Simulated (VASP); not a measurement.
**InAs: energy against strain**

InAs (zinc blende, F-43m, 28.236 Å³/atom at rest, cube axes along x, y and z) under a strain ε along a cube axis (axis z), the other axes held. PBEsol in VASP (plane waves, PAW), 480 eV, 10×10×10 Γ-centred mesh, Methfessel-Paxton smearing 0.10 eV; ions are relaxed within the symmetry of each cell.

Here s stands for strain and y for E less E0.

```csv
strain (%),E less E0 (meV/atom)
-3.00,?
-1.50,1.68
-1.00,0.76
-0.50,0.21
0.00,0.00
0.50,0.14
1.00,0.62
1.50,1.43
```

Fit y of the 7 rows that show it with a parabola. Least squares gives y = 0.001 - 0.0786·s + 0.6905·s². Residuals (row less fit): 0.007, -0.010, -0.003, -0.001, 0.006, 0.007, -0.007; standard error 0.009 (degrees of freedom: 4). Twice the quadratic coefficient over the volume, 2 × 0.6905 meV × 10⁴ × 0.1602 / 28.236 Å³, is the elastic constant C11 = 78 ± 0.4 GPa.

**Question.** What does the fit predict for y at s = -3.00, and how far is the calculated value from it?

**Answer.** y = 0.001 - 0.0786 × (-3.0) + 0.6905 × (-3.0)² = 6.451 meV/atom. The calculation gives 6.57 meV/atom, 0.119 meV/atom above the prediction (1.8 % of the range of y in the table). The row lies outside the fitted rows, so this is an extrapolation. From the scatter of the fitted rows alone, a prediction at this place has a standard error of 0.033 meV/atom, so the miss is 3.6 times that.

One order more, fitted to all 13 runs of the series, follows each within 0.01, so the miss is the next term of a smooth law. This level leaves no gap over 0.05 eV at strain -1.00, -0.50, 0.00, 0.50, 1.00, 1.50, where the mesh may be coarse. Rows are the converged runs of the series near zero and its far end; series whose fitted rows scatter by over a few per cent of the range, as at a crossing or softening among them, aren't shown in this form. Most that stay on the fit to the last digits aren't either.
